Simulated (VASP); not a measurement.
Output of a VASP run:

### OSZICAR
```
       N       E                     dE             d eps       ncg     rms          rms(c)
DAV:   1     0.517476719123E+02    0.51748E+02   -0.89062E+03  1736   0.127E+03
DAV:   2    -0.197021510187E+02   -0.71450E+02   -0.67920E+02  2168   0.265E+02
DAV:   3    -0.226688902733E+02   -0.29667E+01   -0.29374E+01  2172   0.464E+01
DAV:   4    -0.226943815379E+02   -0.25491E-01   -0.25452E-01  2000   0.479E+00
DAV:   5    -0.226948458001E+02   -0.46426E-03   -0.46411E-03  2316   0.515E-01    0.538E+01
DAV:   6    -0.203959575281E+02    0.22989E+01   -0.10927E+01  1884   0.290E+01    0.386E+01
DAV:   7    -0.202550888618E+02    0.14087E+00   -0.10236E+00  2020   0.934E+00    0.205E+01
DAV:   8    -0.202195362285E+02    0.35553E-01   -0.15755E-01  2152   0.374E+00    0.262E+00
DAV:   9    -0.202134532897E+02    0.60829E-02   -0.19340E-02  1916   0.131E+00    0.169E+00
DAV:  10    -0.202134731224E+02   -0.19833E-04   -0.91042E-04  2260   0.292E-01    0.412E-02
DAV:  11    -0.202134604039E+02    0.12718E-04   -0.57056E-05  1932   0.702E-02    0.796E-02
DAV:  12    -0.202134629768E+02   -0.25729E-05   -0.48863E-06  2176   0.236E-02    0.129E-02
DAV:  13    -0.202134628923E+02    0.84565E-07   -0.47263E-07  1192   0.681E-03
   1 F= -.20213463E+02 E0= -.20213664E+02  d E =-.202135E+02
       N       E                     dE             d eps       ncg     rms          rms(c)
DAV:   1    -0.202138502991E+02   -0.38732E-03   -0.89929E-03  1780   0.964E-01    0.277E-01
DAV:   2    -0.202135181103E+02    0.33219E-03   -0.11626E-03  1876   0.308E-01    0.111E-01
DAV:   3    -0.202134584566E+02    0.59654E-04   -0.12568E-04  1988   0.112E-01    0.803E-02
DAV:   4    -0.202134449100E+02    0.13547E-04   -0.52049E-05  2096   0.647E-02    0.383E-02
DAV:   5    -0.202134436151E+02    0.12949E-05   -0.44760E-06  1992   0.160E-02    0.119E-02
DAV:   6    -0.202134436671E+02   -0.51977E-07   -0.55767E-07  1012   0.636E-03
   2 F= -.20213444E+02 E0= -.20213649E+02  d E =0.192251E-04
       N       E                     dE             d eps       ncg     rms          rms(c)
DAV:   1    -0.202136202578E+02   -0.17664E-03   -0.32549E-03  1764   0.580E-01    0.166E-01
DAV:   2    -0.202135000635E+02    0.12019E-03   -0.42139E-04  1884   0.186E-01    0.664E-02
DAV:   3    -0.202134788075E+02    0.21256E-04   -0.45224E-05  1972   0.670E-02    0.479E-02
DAV:   4    -0.202134744486E+02    0.43589E-05   -0.18713E-05  2084   0.388E-02    0.230E-02
DAV:   5    -0.202134749864E+02   -0.53779E-06   -0.15273E-06  1572   0.968E-03
   3 F= -.20213475E+02 E0= -.20213678E+02  d E =-.120942E-04
```

**OUTCAR**
```
------------------------ aborting loop because EDIFF is reached ----------------------------------------
  FORCE on cell =-STRESS in cart. coord.  units (eV):
  Direction    XX          YY          ZZ          XY          YZ          ZX
  --------------------------------------------------------------------------------------
  Total       -0.0000293     -0.0000293     -0.0000293      0.0000000      0.0000000      0.0000000
  in kB       -0.0016097     -0.0016097     -0.0016097      0.0000000      0.0000000      0.0000000
  external PRESSURE =      -0.0016097 kB  Pullay stress =       0.0000000 kB
  volume of cell :       29.20
      direct lattice vectors                 reciprocal lattice vectors
    -0.000000000  2.444037369  2.444037369    -0.204579523  0.204579523  0.204579523
     2.444037369  0.000000000  2.444037369     0.204579523 -0.204579523  0.204579523
     2.444037369  2.444037369 -0.000000000     0.204579523  0.204579523 -0.204579523
 POSITION                                       TOTAL-FORCE (eV/Angst)
 -----------------------------------------------------------------------------------
      0.00000      0.00000      0.00000         0.000000      0.000000      0.000000
      1.22202      1.22202      1.22202        -0.000000     -0.000000     -0.000000
 -----------------------------------------------------------------------------------
    total drift:                               -0.000000     -0.000000     -0.000000
  FREE ENERGIE OF THE ION-ELECTRON SYSTEM (eV)
  ---------------------------------------------------
  free  energy   TOTEN  =       -20.2134749864 eV

  energy  without entropy=      -20.2140837381  energy(sigma->0) =      -20.21367790

 reached required accuracy - stopping structural energy minimisation
```
(Selected blocks of OUTCAR.)

POSCAR:
```
HfO
1
    0.0000000000     2.4433275507     2.4433275507
    2.4433275507    -0.0000000000     2.4433275507
    2.4433275507     2.4433275507    -0.0000000000
Hf O
1 1
Direct
  0.0000000000   0.0000000000   0.0000000000
  0.2500000000   0.2500000000   0.2500000000
```

### Question
Write an INCAR and KPOINTS that could have produced this output.

### Answer
This is not unique; one that fits is the input of the run itself, PBEsol GGA, plane waves, VASP's PBE PAW potentials (set 64).

**KPOINTS**
```
K-points
0
G
  12 12 12
0 0 0
```

### INCAR
```
SYSTEM  =  HfO
PREC  =  Accurate; ENCUT  =  520; LREAL  =  .FALSE.
LASPH  =  .TRUE.
EDIFF  =  1E-6; NELM  =  100; ALGO  =  Normal
LMAXMIX  =  6
ISMEAR  =  1; SIGMA  =  0.1
GGA  =  PS
IBRION  =  2; NSW  =  60; ISIF  =  3
EDIFFG  =  -0.01
LWAVE  =  .FALSE.; LCHARG  =  .FALSE.
```

POTCAR, in this order: Hf_pv O (PBE.64 set). Program: vasp_std.

The structure was generated: HfO was put into the zinc blende type (F-43m), which need not be its known phase. This run relaxes it. Symmetry was kept, so distortions that lower it aren't found. The start is the result of an earlier pass.
